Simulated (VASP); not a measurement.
Input for VASP

**POSCAR**
```
HfB2
6.9306140
  0.2255746749  -0.3907069417   0.0000000000
  0.2255746749   0.3907069417   0.0000000000
  0.0000000000   0.0000000000   0.5000000000
Hf B
1 2
Cartesian
  0.0000000000   0.0000000000   0.0000000000
  0.2255746749   0.1302359077   0.2500000000
  0.2255746749  -0.1302359077   0.2500000000
```

KPOINTS:
```
Regular mesh
0
Gamma
 10 10 8
```

**INCAR**
```
ALGO=Normal
EDIFF=1E-6
ENCUT=400
GGA=PE
ISIF=2
ISMEAR=0
LASPH=.True.
LCHARG=.False.
LMAXMIX=6
LREAL=.False.
LWAVE=.False.
NELM=100
PREC=Accurate
SIGMA=0.1
SYSTEM=HfB2
```

POTCAR, in this order: Hf_pv B (PBE.64 set). Program: vasp_std.

### Question
Write an equivalent input for Ansatz.

### Answer
One equivalent input (not run):
Ansatz 0.2 input:
```yaml
crystal:
  lattice:
    - [1.5633710, -2.7078390, 0.0000000]
    - [1.5633710, 2.7078390, 0.0000000]
    - [0.0000000, 0.0000000, 3.4653070]
  atoms:
    - { symbol: Hf, position: [0.0000000, 0.0000000, 0.0000000] }
    - { symbol: B, position: [0.3333330, 0.6666670, 0.5000000] }
    - { symbol: B, position: [0.6666670, 0.3333330, 0.5000000] }
kpoints:
  mp_grid: { grid: [10, 10, 8] }
hamiltonian:
  xc: pbe
  pseudopotentials: { kind: paw }
scf:
  occupations: { method: gaussian, width: 0.1 }
  max_iter: 100
output: { forces: true, stress: true, eigenvalues: true }
```
The two are equivalent in intent, not identical: each code has its own PAW files, so the cut-off isn't converted (ENCUT is set for VASP's; basis.ecutwfc is left out, and Ansatz then takes the one that its files recommend); Ansatz stops its SCF on the density residual and VASP on the energy change (EDIFF).

The structure is a typed HfB2 crystal (P6/mmm). The cell was not relaxed at this level, and its volume differs by -5.9 % from the start's.
